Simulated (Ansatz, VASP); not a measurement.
# AlIn: VASP beside Ansatz

INCAR

```
  ALGO = Normal
  EDIFF = 1E-7
  ENCUT = 520
  GGA = PS
  ISIF = 2
  ISMEAR = 0
  LASPH = T
  LCHARG = F
  LREAL = F
  LWAVE = F
  NBANDS = 15
  NELM = 100
  PREC = Accurate
  SIGMA = 0.1
```

File KPOINTS:

```
k-points
0
Gamma
  6 6 4
```

File POSCAR:

```
AlIn
1.0
    1.7622726771     -2.4922299206      0.0000000000
    1.7622726771      2.4922299206      0.0000000000
    0.0000000000      0.0000000000      4.9844598412
Al In
1 1
Direct
    0.5000000000      0.5000000000      0.5000000000
    0.0000000000      0.0000000000      0.0000000000
```

Input for Ansatz:

```yaml
crystal:
  lattice:
    - [1.7622726771, -2.4922299206, 0.0]
    - [1.7622726771, 2.4922299206, 0.0]
    - [0.0, 0.0, 4.9844598412]
  atoms:
    - { symbol: Al, position: [0.5, 0.5, 0.5] }
    - { symbol: In, position: [0.0, 0.0, 0.0] }
basis:
  ecutwfc: 420
kpoints:
  mp_grid: { grid: [6, 6, 4] }
hamiltonian:
  xc: pbesol
scf:
  occupations: { method: gaussian, width: 0.1 }
output:
  forces: true
  stress: true
  eigenvalues: true
```

The cell comes from a database or a generator and needn't be the stable form of this composition.

Alike in both runs: task single point; functional PBEsol; k mesh 6 × 6 × 4; occupations gaussian, width 0.1 eV; no spin polarisation.

|  | VASP | Ansatz |
| --- | --- | --- |
| version | VASP 6.6.1 | Ansatz 0.2.0 |
| potentials or method | VASP PAW PBE potentials, release 64 (Al, In_d) | scalar-relativistic, plane waves, PAW |
| plane-wave cutoff (eV) | 520 | 420 |
| valence electrons in the cell | 16 | 16 |

VASP gave:

| Item | Value |
| --- | --- |
| gap on the k mesh at the Fermi level (eV) | none |
| pressure (GPa) | -1.2 |
| largest component of the traceless stress (GPa) | 4.06 |

Which values does Ansatz return?

gap on the k mesh at the Fermi level (eV): none; pressure (GPa): -1.2; largest component of the traceless stress (GPa): 4.05.

A gap of «none» marks a metal or a gap that the smearing closes.

Caveats: the k mesh is coarse (spacing up to 0.36 Å⁻¹), so the values aren't converged; the PAW data sets were made with another functional, which shifts forces and pressure a little (VASP).
